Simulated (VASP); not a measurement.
These are PBE GGA, VASP's PBE PAW potentials (set 64) (plane waves; VASP) values and carry that method's errors.

Input for VASP

**KPOINTS**
```
Automatic mesh
0
gamma
  4 4 2
```

### INCAR
```
SYSTEM = GdN
PREC = Accurate; ENCUT = 400; LREAL = .FALSE.
LASPH = .TRUE.
EDIFF = 1E-6; NELM = 100; ALGO = Normal
LMAXMIX = 6
ISMEAR = 0; SIGMA = 0.272
GGA = PE
MAGMOM = 7.0 7.0 0.0 0.0
ISPIN = 2
ISIF = 2
LWAVE = .FALSE.; LCHARG = .FALSE.; LORBIT = 11
```

File POSCAR:
```
GdN
1
    3.4023670000     0.0000000000     0.0000000000
    0.0000000000     3.4023670000     0.0000000000
    0.0000000000     0.0000000000     5.9909120000
Gd N
2 2
Direct
 -0.0065080000   0.4984120000   0.0014180000
  0.5038990000  -0.0022180000   0.4964820000
  0.0012610000   0.0019750000   0.2531910000
  0.0013480000   0.0018310000   0.7489090000
```

POTCAR, in this order: Gd N (PBE.64 set). Program: vasp_std.

Output

File OSZICAR:
```
...
DAV:  12    -0.571222636626E+02   -0.20461E+02   -0.48342E+01  4530   0.185E+02    0.144E+02
DAV:  13    -0.558123334710E+02    0.13099E+01   -0.89069E+00  5082   0.261E+01    0.135E+02
DAV:  14    -0.505916543425E+02    0.52207E+01   -0.30099E+00  5034   0.300E+01    0.136E+02
DAV:  15    -0.527679872394E+02   -0.21763E+01   -0.94598E-01  5144   0.104E+01    0.144E+02
DAV:  16    -0.536042064697E+02   -0.83622E+00   -0.13081E-01  5432   0.488E+00    0.149E+02
DAV:  17    -0.556795739366E+02   -0.20754E+01   -0.77343E-01  4824   0.209E+01    0.170E+02
DAV:  18    -0.552054488867E+02    0.47413E+00   -0.14874E-01  5196   0.531E+00    0.163E+02
DAV:  19    -0.544069919431E+02    0.79846E+00   -0.16677E+00  4870   0.177E+01    0.153E+02
DAV:  20    -0.450031687104E+02    0.94038E+01   -0.14726E+01  4476   0.782E+01    0.942E+01
DAV:  21    -0.462017036862E+02   -0.11985E+01   -0.25413E+00  5098   0.194E+01    0.817E+01
DAV:  22    -0.424598748096E+02    0.37418E+01   -0.55029E+00  4552   0.619E+01    0.534E+01
DAV:  23    -0.420294376844E+02    0.43044E+00   -0.13699E+00  5304   0.334E+01    0.509E+01
DAV:  24    -0.419247231014E+02    0.10471E+00   -0.69311E-01  4914   0.525E+00    0.504E+01
DAV:  25    -0.414245942052E+02    0.50013E+00   -0.47340E-02  5062   0.794E+00    0.517E+01
DAV:  26    -0.416521773815E+02   -0.22758E+00   -0.62136E-02  4828   0.115E+01    0.507E+01
DAV:  27    -0.402931958887E+02    0.13590E+01   -0.51577E-01  4708   0.160E+01    0.544E+01
DAV:  28    -0.379892905550E+02    0.23039E+01   -0.28502E+00  4516   0.442E+01    0.495E+01
DAV:  29    -0.392422706110E+02   -0.12530E+01   -0.18650E+00  4924   0.300E+01    0.446E+01
DAV:  30    -0.400389324826E+02   -0.79666E+00   -0.39020E-01  5128   0.199E+01    0.449E+01
DAV:  31    -0.401498930303E+02   -0.11096E+00   -0.10240E-01  5238   0.352E+00    0.451E+01
DAV:  32    -0.401685941823E+02   -0.18701E-01   -0.20481E-02  5160   0.116E+00    0.458E+01
DAV:  33    -0.402331483767E+02   -0.64554E-01   -0.18743E-02  5006   0.446E+00    0.448E+01
DAV:  34    -0.404557790358E+02   -0.22263E+00   -0.13593E-01  4642   0.872E+00    0.406E+01
DAV:  35    -0.410784361417E+02   -0.62266E+00   -0.22584E-01  4662   0.111E+01    0.359E+01
DAV:  36    -0.411372894261E+02   -0.58853E-01   -0.41753E-02  5238   0.391E+00    0.351E+01
DAV:  37    -0.407141675688E+02    0.42312E+00   -0.22792E-02  4674   0.581E+00    0.359E+01
DAV:  38    -0.392153301910E+02    0.14988E+01   -0.21474E-01  4040   0.205E+01    0.378E+01
DAV:  39    -0.382700361725E+02    0.94529E+00   -0.82018E-01  4636   0.221E+01    0.278E+01
DAV:  40    -0.384850980910E+02   -0.21506E+00   -0.12673E-01  4694   0.720E+00    0.268E+01
DAV:  41    -0.385374957319E+02   -0.52398E-01   -0.28202E-02  5108   0.293E+00    0.264E+01
DAV:  42    -0.391414344556E+02   -0.60394E+00   -0.30138E-01  4158   0.159E+01    0.267E+01
DAV:  43    -0.393945280540E+02   -0.25309E+00   -0.21440E-01  5038   0.778E+00    0.256E+01
DAV:  44    -0.394285424243E+02   -0.34014E-01   -0.20399E-01  5084   0.621E+00    0.233E+01
DAV:  45    -0.392976585503E+02    0.13088E+00   -0.75336E-02  5010   0.478E+00    0.224E+01
DAV:  46    -0.389425218107E+02    0.35514E+00   -0.23134E-01  4434   0.105E+01    0.232E+01
DAV:  47    -0.381979047219E+02    0.74462E+00   -0.68746E-01  4418   0.254E+01    0.226E+01
DAV:  48    -0.383902037002E+02   -0.19230E+00   -0.18296E-01  4986   0.864E+00    0.217E+01
DAV:  49    -0.384776957627E+02   -0.87492E-01   -0.26392E-02  5280   0.324E+00    0.210E+01
DAV:  50    -0.385593848362E+02   -0.81689E-01   -0.28740E-02  4732   0.487E+00    0.200E+01
DAV:  51    -0.373769168945E+02    0.11825E+01   -0.40043E+00  4300   0.574E+01    0.246E+01
DAV:  52    -0.374924765124E+02   -0.11556E+00   -0.53148E-01  5212   0.148E+01    0.242E+01
DAV:  53    -0.375330715488E+02   -0.40595E-01   -0.15305E-01  5390   0.553E+00    0.249E+01
DAV:  54    -0.375658266177E+02   -0.32755E-01   -0.41507E-02  5370   0.287E+00    0.248E+01
DAV:  55    -0.376904482289E+02   -0.12462E+00   -0.21040E-02  4924   0.358E+00    0.250E+01
DAV:  56    -0.381452726504E+02   -0.45482E+00   -0.66680E-01  4410   0.194E+01    0.232E+01
DAV:  57    -0.378610916020E+02    0.28418E+00   -0.39251E-01  4712   0.968E+00    0.229E+01
DAV:  58    -0.377724037120E+02    0.88688E-01   -0.73145E-02  4936   0.685E+00    0.222E+01
DAV:  59    -0.376935945712E+02    0.78809E-01   -0.45576E-02  4854   0.616E+00    0.212E+01
DAV:  60    -0.377212065695E+02   -0.27612E-01   -0.19173E-02  4816   0.401E+00    0.213E+01
DAV:  61    -0.377026001929E+02    0.18606E-01   -0.28931E-01  4186   0.161E+01    0.196E+01
DAV:  62    -0.375714919299E+02    0.13111E+00   -0.23129E-01  4608   0.158E+01    0.207E+01
DAV:  63    -0.375928356698E+02   -0.21344E-01   -0.56142E-02  4676   0.189E+00    0.219E+01
DAV:  64    -0.375724716339E+02    0.20364E-01   -0.18383E-02  5094   0.399E+00    0.219E+01
DAV:  65    -0.374716329458E+02    0.10084E+00   -0.47674E-02  4504   0.768E+00    0.223E+01
DAV:  66    -0.372589344117E+02    0.21270E+00   -0.57304E-01  4302   0.275E+01    0.243E+01
DAV:  67    -0.373149275445E+02   -0.55993E-01   -0.62485E-02  4958   0.321E+00    0.237E+01
DAV:  68    -0.373082193856E+02    0.67082E-02   -0.12038E-02  5390   0.220E+00    0.231E+01
DAV:  69    -0.372947910389E+02    0.13428E-01   -0.37237E-03  4996   0.154E+00    0.232E+01
DAV:  70    -0.372952716989E+02   -0.48066E-03   -0.27265E-03  5138   0.136E+00    0.230E+01
DAV:  71    -0.374154653741E+02   -0.12019E+00   -0.88326E-02  3990   0.122E+01    0.237E+01
DAV:  72    -0.374139830935E+02    0.14823E-02   -0.20982E-02  4712   0.408E+00    0.241E+01
DAV:  73    -0.374162325116E+02   -0.22494E-02   -0.45398E-03  4576   0.401E-01    0.243E+01
DAV:  74    -0.374328670419E+02   -0.16635E-01   -0.72546E-04  4584   0.111E+00    0.242E+01
DAV:  75    -0.374295077779E+02    0.33593E-02   -0.27174E-04  4858   0.559E-01    0.243E+01
DAV:  76    -0.371750473829E+02    0.25446E+00   -0.46746E-01  3964   0.214E+01    0.245E+01
DAV:  77    -0.375537440680E+02   -0.37870E+00   -0.23142E-01  4666   0.155E+01    0.219E+01
DAV:  78    -0.377233443579E+02   -0.16960E+00   -0.24410E-01  5100   0.857E+00    0.209E+01
DAV:  79    -0.377609807331E+02   -0.37636E-01   -0.39630E-02  4896   0.343E+00    0.206E+01
DAV:  80    -0.378260746702E+02   -0.65094E-01   -0.15101E-02  5218   0.318E+00    0.204E+01
DAV:  81    -0.378597484951E+02   -0.33674E-01   -0.48046E-02  4310   0.114E+01    0.207E+01
DAV:  82    -0.378907690800E+02   -0.31021E-01   -0.45538E-02  4456   0.589E+00    0.194E+01
DAV:  83    -0.379280984128E+02   -0.37329E-01   -0.20821E-02  5200   0.310E+00    0.187E+01
DAV:  84    -0.379205037600E+02    0.75947E-02   -0.94191E-03  5234   0.104E+00    0.189E+01
DAV:  85    -0.379234182031E+02   -0.29144E-02   -0.20812E-03  4852   0.791E-01    0.188E+01
DAV:  86    -0.378159724033E+02    0.10745E+00   -0.10347E-01  3890   0.111E+01    0.194E+01
DAV:  87    -0.378852733315E+02   -0.69301E-01   -0.32249E-02  5046   0.333E+00    0.200E+01
DAV:  88    -0.378634951778E+02    0.21778E-01   -0.61007E-03  4866   0.133E+00    0.200E+01
DAV:  89    -0.378560720975E+02    0.74231E-02   -0.11370E-03  5402   0.895E-01    0.200E+01
DAV:  90    -0.378777132394E+02   -0.21641E-01   -0.71636E-03  4172   0.243E+00    0.201E+01
DAV:  91    -0.381434229785E+02   -0.26571E+00   -0.12989E+00  4016   0.477E+01    0.243E+01
DAV:  92    -0.383352371867E+02   -0.19181E+00   -0.27608E-01  5246   0.847E+00    0.274E+01
DAV:  93    -0.383718859605E+02   -0.36649E-01   -0.53164E-02  5112   0.241E+00    0.277E+01
DAV:  94    -0.382135622498E+02    0.15832E+00   -0.64682E-02  4464   0.487E+00    0.274E+01
DAV:  95    -0.378213498831E+02    0.39221E+00   -0.17217E+00  3898   0.196E+01    0.283E+01
DAV:  96    -0.371502081372E+02    0.67114E+00   -0.41459E-01  4786   0.172E+01    0.292E+01
DAV:  97    -0.364827555600E+02    0.66745E+00   -0.23307E-01  5230   0.133E+01    0.314E+01
DAV:  98    -0.360644488877E+02    0.41831E+00   -0.92404E-02  5338   0.501E+00    0.334E+01
DAV:  99    -0.363756096214E+02   -0.31116E+00   -0.27365E-02  5148   0.324E+00    0.324E+01
DAV: 100    -0.364259822979E+02   -0.50373E-01   -0.45004E-03  5348   0.807E-01
   1 F= -.36425982E+02 E0= -.36369923E+02  d E =-.112119E+00  mag=     7.5079
```

File OUTCAR:
```
------------------------ aborting loop EDIFF was not reached (unconverged)  ----------------------------
  FORCE on cell =-STRESS in cart. coord.  units (eV):
  Direction    XX          YY          ZZ          XY          YZ          ZX
  --------------------------------------------------------------------------------------
  Total        4.8403254      3.7222680      1.5260856     -0.3281883     -0.0486212      0.0608177
  in kB      111.8226781     85.9929735     35.2560971     -7.5819066     -1.1232618      1.4050298
  external PRESSURE =      77.6905829 kB  Pullay stress =       0.0000000 kB
  volume of cell :       69.35
      direct lattice vectors                 reciprocal lattice vectors
     3.402367000  0.000000000  0.000000000     0.293913032  0.000000000  0.000000000
     0.000000000  3.402367000  0.000000000     0.000000000  0.293913032  0.000000000
     0.000000000  0.000000000  5.990912000     0.000000000  0.000000000  0.166919494
 POSITION                                       TOTAL-FORCE (eV/Angst)
 -----------------------------------------------------------------------------------
      3.38022      1.69578      0.00850        -0.007137      0.072821     -0.242663
      1.71445      3.39482      2.97438        -0.129638     -0.023127      0.470821
      0.00429      0.00672      1.51685         0.070463     -0.027988     -0.334645
      0.00459      0.00623      4.48665         0.066311     -0.021706      0.106487
 -----------------------------------------------------------------------------------
    total drift:                               -0.007168     -0.024604      0.003662
  FREE ENERGIE OF THE ION-ELECTRON SYSTEM (eV)
  ---------------------------------------------------
  free  energy   TOTEN  =       -36.4259822979 eV

  energy  without entropy=      -36.3138636560  energy(sigma->0) =      -36.36992298

 total charge

# of ion       s       p       d       f       tot
--------------------------------------------------
    1        2.030   5.588   0.557   7.144  15.319
    2        2.045   5.640   0.648   7.092  15.425
    3        1.301   2.314   0.000   0.000   3.614
    4        1.299   2.299   0.000   0.000   3.599
--------------------------------------------------
tot          6.676  15.841   1.205  14.236  37.957

 magnetization (x)

# of ion       s       p       d       f       tot
--------------------------------------------------
    1        0.004  -0.010   0.055  -0.537  -0.489
    2        0.005  -0.077   0.134   6.675   6.737
    3       -0.006  -0.151   0.000   0.000  -0.157
    4       -0.005  -0.159   0.000   0.000  -0.164
--------------------------------------------------
tot         -0.002  -0.397   0.189   6.137   5.927
```
(Selected blocks of OUTCAR.)

### stdout
```
...
DAV:  81    -0.378597484951E+02   -0.33674E-01   -0.48046E-02  4310   0.114E+01    0.207E+01
DAV:  82    -0.378907690800E+02   -0.31021E-01   -0.45538E-02  4456   0.589E+00    0.194E+01
DAV:  83    -0.379280984128E+02   -0.37329E-01   -0.20821E-02  5200   0.310E+00    0.187E+01
DAV:  84    -0.379205037600E+02    0.75947E-02   -0.94191E-03  5234   0.104E+00    0.189E+01
DAV:  85    -0.379234182031E+02   -0.29144E-02   -0.20812E-03  4852   0.791E-01    0.188E+01
DAV:  86    -0.378159724033E+02    0.10745E+00   -0.10347E-01  3890   0.111E+01    0.194E+01
DAV:  87    -0.378852733315E+02   -0.69301E-01   -0.32249E-02  5046   0.333E+00    0.200E+01
DAV:  88    -0.378634951778E+02    0.21778E-01   -0.61007E-03  4866   0.133E+00    0.200E+01
DAV:  89    -0.378560720975E+02    0.74231E-02   -0.11370E-03  5402   0.895E-01    0.200E+01
DAV:  90    -0.378777132394E+02   -0.21641E-01   -0.71636E-03  4172   0.243E+00    0.201E+01
DAV:  91    -0.381434229785E+02   -0.26571E+00   -0.12989E+00  4016   0.477E+01    0.243E+01
DAV:  92    -0.383352371867E+02   -0.19181E+00   -0.27608E-01  5246   0.847E+00    0.274E+01
DAV:  93    -0.383718859605E+02   -0.36649E-01   -0.53164E-02  5112   0.241E+00    0.277E+01
DAV:  94    -0.382135622498E+02    0.15832E+00   -0.64682E-02  4464   0.487E+00    0.274E+01
DAV:  95    -0.378213498831E+02    0.39221E+00   -0.17217E+00  3898   0.196E+01    0.283E+01
DAV:  96    -0.371502081372E+02    0.67114E+00   -0.41459E-01  4786   0.172E+01    0.292E+01
DAV:  97    -0.364827555600E+02    0.66745E+00   -0.23307E-01  5230   0.133E+01    0.314E+01
DAV:  98    -0.360644488877E+02    0.41831E+00   -0.92404E-02  5338   0.501E+00    0.334E+01
DAV:  99    -0.363756096214E+02   -0.31116E+00   -0.27365E-02  5148   0.324E+00    0.324E+01
DAV: 100    -0.364259822979E+02   -0.50373E-01   -0.45004E-03  5348   0.807E-01

 -----------------------------------------------------------------------------
|                                                                             |
|           W    W    AA    RRRRR   N    N  II  N    N   GGGG   !!!           |
|           W    W   A  A   R    R  NN   N  II  NN   N  G    G  !!!           |
|           W    W  A    A  R    R  N N  N  II  N N  N  G       !!!           |
|           W WW W  AAAAAA  RRRRR   N  N N  II  N  N N  G  GGG   !            |
|           WW  WW  A    A  R   R   N   NN  II  N   NN  G    G                |
|           W    W  A    A  R    R  N    N  II  N    N   GGGG   !!!           |
|                                                                             |
|     The electronic self-consistency was not achieved in the given           |
|     number of steps (NELM). The forces and other quantities evaluated       |
|     might not be reliable so examine the results carefully. If you find     |
|     spurious results, we suggest increasing NELM, if you were close to      |
|     convergence or switching to a different ALGO or adjusting the           |
|     density mixing parameters otherwise.                                    |
|                                                                             |
 -----------------------------------------------------------------------------

   1 F= -.36425982E+02 E0= -.36369923E+02  d E =-.112119E+00  mag=     7.5079
```

Convergence was not reached.

At this cut-off the stress carries a Pulay error, which pulls relaxed volumes low. The moments were started parallel, and other spin orders were not tried in this run.

The structure was generated: GdN was put into an ordered model structure, which need not be its known phase. The cell was not relaxed at this level, atoms are displaced from their ideal sites. The k-mesh is coarse (spacing up to 0.52 per Å, 2π included), so the numbers may not be converged in it.
